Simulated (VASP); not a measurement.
# Pd: Pd into a neighbouring Pd vacancy, part 2 of 5

Wanted: the minimum-energy path in Pd for this move: Pd into a neighbouring Pd vacancy.

VASP 6.6.1; PBEsol; plane waves and PAW (Pd).

So far. Step 2 (Relax the host): The run ended after 3 ionic steps, 0.003 eV below its first step, once forces and stress met EDIFFG = -0.02.

## 3. Relax the start

System of this step: Pd. The cell holds 31 atoms: 31 Pd. Cell: a = 7.735 Å, b = 7.735 Å, c = 7.735 Å, α = 90.0°, β = 90.0°, γ = 90.0°. It derives from Pd. Nearest the centre at fractional (0.625, 0.125, 0.000): Pd1 at 1.38 Å, Pd2 at 2.36 Å, Pd12 at 2.37 Å, Pd8 at 2.40 Å, Pd23 at 2.40 Å, Pd3 at 3.04 Å, Pd4 at 3.05 Å, Pd5 at 3.06 Å.

A path needs two true minima; the start is relaxed with symmetry off.

INCAR

```
SYSTEM = Pd
PREC = Normal
ENCUT = 280
EDIFF = 1E-05
NELM = 120
ISMEAR = 1
SIGMA = 0.15
LREAL = Auto
ALGO = Fast
GGA = PS
NBANDS = 180
LASPH = .TRUE.
LORBIT = 11
LWAVE = .FALSE.
LCHARG = .FALSE.
KPAR = 6
IBRION = 2
NSW = 60
ISIF = 2
EDIFFG = -0.05
POTIM = 0.4
MAXMIX = 40
ISYM = 0
```

POSCAR

```
Pd
1.0
    7.7354937840      0.0000000000      0.0000000000
    0.0000000000      7.7354937840      0.0000000000
    0.0000000000      0.0000000000      7.7354937840
Pd
31
Direct
    0.7508935026      0.2521242811      0.0008543400
    0.7466307071      0.0023407836      0.2511540946
   -0.0013882843      0.0015024719      0.0009425963
    0.2507604750      0.2500734853      0.0014135180
    0.4980959093      0.4995787988     -0.0012465121
    0.7515483077      0.7501027009     -0.0007561424
    0.2479783877     -0.0006649666      0.2500210515
    0.4992874329      0.2533457821      0.2526028702
    0.7429903312      0.4951159854      0.2495481294
    0.4989084332      0.0005523707      0.5005618825
    0.7554756395      0.2471248875      0.4990237081
    0.7552815545      0.0016720406      0.7517143401
   -0.0013289556      0.4957389270      0.0004329775
    0.2502818542      0.7468267002     -0.0017664720
   -0.0001862678      0.2475573592      0.2497459245
    0.2502468699      0.5000920077      0.2486909907
    0.5015351265      0.7523040984      0.2508295483
   -0.0021155216      0.0018916757      0.4987035346
    0.2522730562      0.2472289101      0.5023643409
    0.4999481262      0.4967713790      0.4991884178
    0.7501398806      0.7507052978      0.4974605677
    0.2471369040      0.0005160227      0.7487932261
    0.5006088961      0.2519637260      0.7457370857
    0.7506577166      0.5031663059      0.7492307489
   -0.0020963486      0.7519449148      0.2506552821
    0.0023162919      0.4991074501      0.4961687817
    0.2497155689      0.7488473182      0.5020045878
    0.0005006347      0.2457834644      0.7469099243
    0.2522850229      0.5017575220      0.7483446606
    0.4999972884      0.7511520236      0.7512110522
    0.0022655107      0.7506631396      0.7497548228
```

KPOINTS

```
Automatic mesh
0
Monkhorst-Pack
3 3 3
0 0 0
```

The projector-augmented-wave data sets are Pd (PBE family, release 64).

Launch:

```bash
$ mpirun -np 6 vasp_std
```

The program printed:

```text
[banner, memory and clock lines left out]
running    6 mpi-ranks, on    1 nodes
 distrk:  each k-point on    1 cores,    6 groups
 distr:  one band on    1 cores,    1 groups

 POSCAR found type information on POSCAR Pd
 POSCAR found :  1 types and      31 ions
 [... a notice as in an earlier step ...]

 [... a notice as in an earlier step ...]

 LDA part: xc-table for (Slater+PW92), standard interpolation
 POSCAR, INCAR and KPOINTS ok, starting setup
 FFT: planning ... GRIDC
 FFT: planning ... GRID_SOFT
 FFT: planning ... GRID
 WAVECAR not read
 entering main loop
       N       E                     dE             d eps       ncg     rms          rms(c)
DAV:   1     0.147380863126E+04    0.14738E+04   -0.10790E+05  5040   0.104E+03
DAV:   2    -0.123022960847E+03   -0.15968E+04   -0.15179E+04  5340   0.291E+02
DAV:   3    -0.193258857364E+03   -0.70236E+02   -0.63457E+02  5576   0.578E+01
DAV:   4    -0.194924196680E+03   -0.16653E+01   -0.16407E+01  5496   0.850E+00
DAV:   5    -0.194962422579E+03   -0.38226E-01   -0.38180E-01  5664   0.126E+00    0.467E+01
RMM:   6    -0.183964971605E+03    0.10997E+02   -0.37773E+01  5040   0.171E+01    0.223E+01
RMM:   7    -0.188676680113E+03   -0.47117E+01   -0.16832E+01  5040   0.838E+00    0.235E+01
RMM:   8    -0.184268252441E+03    0.44084E+01   -0.59769E+00  5040   0.607E+00    0.111E+01
RMM:   9    -0.183844895888E+03    0.42336E+00   -0.26453E+00  5040   0.351E+00    0.906E+00
RMM:  10    -0.184052852313E+03   -0.20796E+00   -0.16067E+00  5046   0.276E+00    0.922E+00
RMM:  11    -0.183528867843E+03    0.52398E+00   -0.59397E-01  5040   0.191E+00    0.467E+00
RMM:  12    -0.183386810268E+03    0.14206E+00   -0.19962E-01  5041   0.101E+00    0.225E+00
RMM:  13    -0.183373257534E+03    0.13553E-01   -0.57594E-02  5041   0.514E-01    0.155E+00
RMM:  14    -0.183365979778E+03    0.72778E-02   -0.11181E-02  5048   0.230E-01    0.130E+00
RMM:  15    -0.183358498366E+03    0.74814E-02   -0.22532E-03  5058   0.989E-02    0.103E+00
RMM:  16    -0.183355386957E+03    0.31114E-02   -0.73785E-04  5046   0.570E-02    0.887E-01
RMM:  17    -0.183348393293E+03    0.69937E-02   -0.54358E-03  6679   0.147E-01    0.379E-01
RMM:  18    -0.183347638921E+03    0.75437E-03   -0.10622E-03  5120   0.721E-02    0.277E-01
RMM:  19    -0.183347396769E+03    0.24215E-03   -0.24967E-04  5041   0.320E-02    0.223E-01
RMM:  20    -0.183347050119E+03    0.34665E-03   -0.17014E-04  5031   0.252E-02    0.127E-01
RMM:  21    -0.183346982191E+03    0.67928E-04   -0.62830E-05  4166   0.136E-02    0.981E-02
RMM:  22    -0.183346899260E+03    0.82931E-04   -0.90181E-05  4742   0.174E-02    0.367E-02
RMM:  23    -0.183346888856E+03    0.10404E-04   -0.19897E-05  2803   0.797E-03    0.161E-02
RMM:  24    -0.183346887578E+03    0.12782E-05   -0.58822E-06  2705   0.421E-03
   1 F= -.18334689E+03 E0= -.18328932E+03  d E =-.183347E+03
 curvature:   0.00 expect dE= 0.000E+00 dE for cont linesearch  0.000E+00
 trial: gam= 0.00000 g(F)=  0.241E+00 g(S)=  0.000E+00 ort = 0.000E+00 (trialstep = 0.100E+01)
 search vector abs. value=  0.241E+00
 bond charge predicted
       N       E                     dE             d eps       ncg     rms          rms(c)
DAV:   1    -0.183481177298E+03   -0.13429E+00   -0.54624E+01  5072   0.151E+01    0.104E+00
RMM:   2    -0.183533192515E+03   -0.52015E-01   -0.58698E-01  5040   0.211E+00    0.691E-01
RMM:   3    -0.183542256263E+03   -0.90637E-02   -0.97770E-02  5042   0.821E-01    0.824E-01
RMM:   4    -0.183540307562E+03    0.19487E-02   -0.22220E-02  5058   0.367E-01    0.585E-01
RMM:   5    -0.183539084538E+03    0.12230E-02   -0.55051E-03  5082   0.185E-01    0.535E-01
RMM:   6    -0.183535090784E+03    0.39938E-02   -0.97529E-03  5088   0.207E-01    0.202E-01
RMM:   7    -0.183535989999E+03   -0.89922E-03   -0.50836E-03  5042   0.167E-01    0.309E-01
RMM:   8    -0.183535414039E+03    0.57596E-03   -0.12170E-03  5040   0.902E-02    0.212E-01
RMM:   9    -0.183535093715E+03    0.32032E-03   -0.24565E-04  5043   0.350E-02    0.151E-01
RMM:  10    -0.183534822344E+03    0.27137E-03   -0.32084E-04  5046   0.369E-02    0.546E-02
RMM:  11    -0.183534803148E+03    0.19197E-04   -0.68548E-05  4733   0.181E-02    0.353E-02
RMM:  12    -0.183534792416E+03    0.10732E-04   -0.44886E-05  3863   0.141E-02    0.753E-03
RMM:  13    -0.183534793085E+03   -0.66940E-06   -0.86006E-06  2682   0.669E-03
   2 F= -.18353479E+03 E0= -.18347736E+03  d E =-.187906E+00
[...]
3 F= -.18362661E+03 E0= -.18356996E+03  d E =-.279721E+00
[...]
4 F= -.18362679E+03 E0= -.18357020E+03  d E =-.279902E+00
[...]
5 F= -.18365367E+03 E0= -.18359768E+03  d E =-.268771E-01
[...]
6 F= -.18366244E+03 E0= -.18360722E+03  d E =-.356461E-01
[...]
7 F= -.18366252E+03 E0= -.18360737E+03  d E =-.357287E-01
 curvature:  -1.35 expect dE=-0.371E-02 dE for cont linesearch -0.304E-05
 trial: gam= 0.08315 g(F)=  0.275E-02 g(S)=  0.000E+00 ort =-0.267E-03 (trialstep = 0.151E+01)
 search vector abs. value=  0.292E-02
 bond charge predicted
       N       E                     dE             d eps       ncg     rms          rms(c)
DAV:   1    -0.183663681759E+03   -0.11694E-02   -0.15022E+00  5048   0.251E+00    0.140E-01
RMM:   2    -0.183665021892E+03   -0.13401E-02   -0.14777E-02  5040   0.342E-01    0.761E-02
RMM:   3    -0.183665238550E+03   -0.21666E-03   -0.27597E-03  5040   0.133E-01    0.793E-02
RMM:   4    -0.183665228222E+03    0.10327E-04   -0.57060E-04  5057   0.583E-02    0.574E-02
RMM:   5    -0.183665192393E+03    0.35829E-04   -0.14978E-04  5051   0.305E-02    0.511E-02
RMM:   6    -0.183665155572E+03    0.36821E-04   -0.12489E-04  5040   0.248E-02    0.347E-02
RMM:   7    -0.183665173600E+03   -0.18028E-04   -0.16425E-04  5041   0.290E-02    0.374E-02
RMM:   8    -0.183665161888E+03    0.11712E-04   -0.35313E-05  3062   0.153E-02    0.286E-02
RMM:   9    -0.183665151213E+03    0.10676E-04   -0.86211E-06  2616   0.720E-03    0.187E-02
RMM:  10    -0.183665145863E+03    0.53498E-05   -0.89857E-06  2598   0.675E-03
   8 F= -.18366515E+03 E0= -.18361010E+03  d E =-.262792E-02
 trial-energy change:   -0.002628  1 .order   -0.002563   -0.004122   -0.001003
 step:   1.9294(harm=  1.9966)  dis= 0.00542  next Energy=  -183.665286 (dE=-0.277E-02)
 reached required accuracy - stopping structural energy minimisation
```

Elapsed: 4.1 min, on 6 MPI ranks of Intel Xeon 6975P-C (Granite Rapids), shared host; peak memory 2.4 GiB; 22 min of CPU time.

From OUTCAR (step 3):

```text
 Found     14 irreducible k-points:

   k-points           NKPTS =     14   k-points in BZ     NKDIM =     14   number of bands    NBANDS=    180

   dimension x,y,z NGX =    32 NGY =   32 NGZ =   32
   dimension x,y,z NGXF=    64 NGYF=   64 NGZF=   64

   ENCUT  =  280.0 eV  20.58 Ry    4.54 a.u.  10.55 10.55 10.55*2*pi/ulx,y,z

   NELECT =     310.0000    total number of electrons

 E-fermi :   9.4237

 k-point     1 :       0.0000    0.0000    0.0000
  band No.  band energies     occupation
    ...
    146       9.4335      0.88972
    147       9.4633      0.57050
    148       9.4652      0.55135
    149       9.4654      0.54939
    150       9.4658      0.54549
    151       9.5825     -0.06037
    152       9.5828     -0.06068
    153       9.5832     -0.06101
    154       9.7629     -0.00630
    155       9.7699     -0.00523
    ...

 k-point     2 :       0.3333    0.0000    0.0000
  band No.  band energies     occupation
    ...
    154       9.3853      1.41790
    155       9.3870      1.40058
    156       9.4434      0.77979
    157       9.4471      0.73942
    158       9.4474      0.73696
    159       9.4712      0.49260
    160       9.7736     -0.00474
    161       9.7751     -0.00455
    162       9.7808     -0.00388
    163      10.3255     -0.00000
    ...

  Total       -5.0129529     -5.0113142     -5.0223495      0.0123777     -0.0032089     -0.0171376
  in kB      -17.3516223    -17.3459499    -17.3841470      0.0428436     -0.0111072     -0.0593193
  external PRESSURE =     -17.3605731 kB  Pullay stress =       0.0000000 kB

  energy-cutoff  :      280.00
  volume of cell :      462.88
      direct lattice vectors                 reciprocal lattice vectors
     7.735493784  0.000000000  0.000000000     0.129274230  0.000000000  0.000000000
     0.000000000  7.735493784  0.000000000     0.000000000  0.129274230  0.000000000
     0.000000000  0.000000000  7.735493784     0.000000000  0.000000000  0.129274230

 POSITION                                       TOTAL-FORCE (eV/Angst)
 -----------------------------------------------------------------------------------
      5.76055      1.89903      7.73267         0.021543     -0.012862     -0.003191
      5.75575      0.00285      1.89006         0.027308     -0.015880      0.013705
      7.73443      0.00062      0.00106         0.005227      0.000053     -0.013536
      1.97611      1.89410      7.73221        -0.020542      0.002707      0.009518
      3.86788      3.86856      7.72949        -0.002492     -0.007821      0.007690
      5.76435      5.83698      7.73441         0.003523      0.003729     -0.008837
      1.97255      7.73088      1.89366        -0.003731      0.020630      0.000405
      3.86322      1.89608      1.89629         0.018304      0.000708      0.001193
      5.78389      3.86445      1.91896         0.015871      0.009723      0.003096
      3.86940      7.73425      3.87139        -0.010365      0.002403     -0.030289
      5.79069      1.92042      3.86507        -0.007787     -0.008214      0.002838
      5.77089      7.73547      5.83985        -0.028823      0.004904     -0.013338
      0.00085      3.86395      7.73489        -0.003104      0.001446     -0.007196
      1.96713      5.83555      7.73337         0.020439      0.006471      0.004592
      0.00033      1.91838      1.91840         0.002476      0.006183     -0.000648
      1.94938      3.86691      1.91839        -0.013798     -0.002187      0.005063
      3.86624      5.83882      1.89212         0.005111      0.004104      0.007307
      7.73532      7.73086      3.86230        -0.000194      0.022868      0.007268
      1.94608      1.91793      3.86582         0.011260      0.001295      0.000518
      3.86826      3.87185      3.86799        -0.000475     -0.026454     -0.005553
      5.78891      5.81678      3.86357         0.000665     -0.011659      0.005120
      1.97134      7.73292      5.84124        -0.000199      0.011481     -0.017217
      3.87039      1.89629      5.83529        -0.008581     -0.002860     -0.001354
      5.79454      3.86919      5.80850        -0.022503     -0.009847      0.012157
      7.72985      5.81166      1.91587         0.023951      0.009362      0.012971
      0.00186      3.86732      3.85988        -0.005682     -0.000465      0.017530
      1.94712      5.81495      3.86575        -0.000880      0.001060     -0.003290
      0.00385      1.92072      5.81179        -0.013131     -0.008369     -0.000134
      1.94717      3.86731      5.80973        -0.001858     -0.001506      0.007562
      3.87000      5.84199      5.84128        -0.005244     -0.008370     -0.013090
      0.00132      5.81225      5.81249        -0.006290      0.007368     -0.000859
 -----------------------------------------------------------------------------------
    total drift:                               -0.003344      0.003356      0.000401

  FREE ENERGIE OF THE ION-ELECTRON SYSTEM (eV)
  ---------------------------------------------------
  free  energy   TOTEN  =      -183.6651458629 eV

  energy  without entropy=     -183.5000205800  energy(sigma->0) =     -183.61010410

 total charge
# of ion       s       p       d       tot
------------------------------------------
    1        0.495   0.481   8.437   9.413
    2        0.495   0.481   8.437   9.412
    3        0.504   0.515   8.445   9.464
    4        0.495   0.481   8.437   9.412
    5        0.504   0.516   8.445   9.465
    6        0.496   0.482   8.437   9.415
    7        0.495   0.481   8.437   9.413
    8        0.495   0.482   8.437   9.414
    9        0.491   0.493   8.438   9.422
   10        0.503   0.515   8.445   9.463
   11        0.491   0.492   8.438   9.420
   12        0.495   0.481   8.437   9.413
   13        0.478   0.486   8.451   9.414
   14        0.496   0.482   8.437   9.415
   15        0.491   0.492   8.438   9.421
   16        0.491   0.492   8.438   9.422
   17        0.495   0.482   8.437   9.414
   18        0.478   0.485   8.450   9.413
   19        0.491   0.492   8.438   9.420
   20        0.478   0.485   8.450   9.414
   21        0.491   0.492   8.438   9.421
   22        0.495   0.481   8.437   9.413
   23        0.495   0.481   8.437   9.413
   24        0.491   0.492   8.438   9.421
   25        0.491   0.493   8.438   9.422
   26        0.488   0.488   8.431   9.408
   27        0.491   0.492   8.438   9.421
   28        0.491   0.492   8.438   9.420
   29        0.491   0.492   8.438   9.422
   30        0.495   0.481   8.437   9.412
   31        0.491   0.493   8.438   9.422
--------------------------------------------------
tot         15.266  15.173 261.613 292.052

[... 1 part as in an earlier step ...]

[... 7 further parts left out ...]
```

Relaxation path:

```
step  energy less that of the first step (eV)  largest force (eV/Å)
   1                                   0.0000                0.7901
   2                                  -0.1879                0.4634
   3                                  -0.2797                0.2658
   4                                  -0.2799                0.2869
   5                                  -0.3068                0.1402
   6                                  -0.3155                0.0928
   7                                  -0.3156                0.0927
   8                                  -0.3183                0.0344
```

The atoms that moved most (Å):

```
atom      dx      dy      dz  length
 Pd8   0.001  -0.064  -0.058   0.086
Pd23  -0.002  -0.053   0.067   0.085
Pd22   0.060  -0.007   0.049   0.077
Pd12  -0.072  -0.013   0.025   0.077
 Pd1  -0.048  -0.051  -0.009   0.071
 Pd7   0.054   0.001  -0.040   0.068
Pd14   0.031   0.058   0.012   0.067
 Pd6  -0.049   0.035   0.005   0.060
```

The relaxed structure:

```xyz
31
Lattice="7.7355 0.0000 0.0000 0.0000 7.7355 0.0000 0.0000 0.0000 7.7355" Properties=species:S:1:pos:R:3 pbc="T T T"
Pd    5.7605    1.8990   -0.0028
Pd    5.7557    0.0029    1.8901
Pd   -0.0011    0.0006    0.0011
Pd    1.9761    1.8941   -0.0033
Pd    3.8679    3.8686   -0.0060
Pd    5.7644    5.8370   -0.0011
Pd    1.9725   -0.0046    1.8937
Pd    3.8632    1.8961    1.8963
Pd    5.7839    3.8644    1.9190
Pd    3.8694   -0.0012    3.8714
Pd    5.7907    1.9204    3.8651
Pd    5.7709    0.0000    5.8398
Pd    0.0009    3.8640   -0.0006
Pd    1.9671    5.8356   -0.0021
Pd    0.0003    1.9184    1.9184
Pd    1.9494    3.8669    1.9184
Pd    3.8662    5.8388    1.8921
Pd   -0.0002   -0.0046    3.8623
Pd    1.9461    1.9179    3.8658
Pd    3.8683    3.8718    3.8680
Pd    5.7889    5.8168    3.8636
Pd    1.9713   -0.0026    5.8412
Pd    3.8704    1.8963    5.8353
Pd    5.7945    3.8692    5.8085
Pd   -0.0056    5.8117    1.9159
Pd    0.0019    3.8673    3.8599
Pd    1.9471    5.8149    3.8657
Pd    0.0038    1.9207    5.8118
Pd    1.9472    3.8673    5.8097
Pd    3.8700    5.8420    5.8413
Pd    0.0013    5.8122    5.8125
```

Numbers from this step:

```
electronic cycles       : 83
electrons               : 310
free energy (TOTEN)     : -183.6651 eV
energy at zero smearing : -183.6101 eV
Fermi energy            : 9.424 eV
```

The run ended after 8 ionic steps, 0.318 eV below its first step, once the forces on the free atoms met EDIFFG = -0.05.

(Part 2 of 5 ends here.)

[Lines on the potential files, build, host, timing and source positions are cut from VASP's logs without a mark.]

[Logs are printed without paths, hosts, clocks, repeated set-up lines and the standing remarks that a program may print on its own settings, such as how far it seeks lower states.]

[Hosts, paths, dates, database ids (printed as entryN), source tags and the programs' standing remarks are cut or masked in the printed files.]

[Runs that stopped without an error message from VASP are left out.]
